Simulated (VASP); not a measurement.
Here is the system:

```
CuI
1.0
    0.00000     3.07002     3.07002
    3.07002     0.00000     3.07002
    3.07002     3.07002     0.00000
Cu I
1 1
Direct
  0.00000   0.00000   0.00000
  0.25000   0.25000   0.25000
```

Computed with PW91 GGA, VASP's PBE PAW potentials (set 64) (plane waves; VASP). Run with 520 eV cut-off, 8×8×8 Γ-centred mesh, Gaussian smearing of 0.050 eV, potentials Cu I.

Task: Give the stress tensor in GPa (positive for a compressed cell).

Result: 
```
-1.10   0.00   0.00
 0.00  -1.10   0.00
 0.00   0.00  -1.10
```
The pressure is its mean diagonal, -1.10 GPa.

The compound is CuI in the zinc blende structure. This cell is one point of a volume scan, at 1.03 of the reference volume.
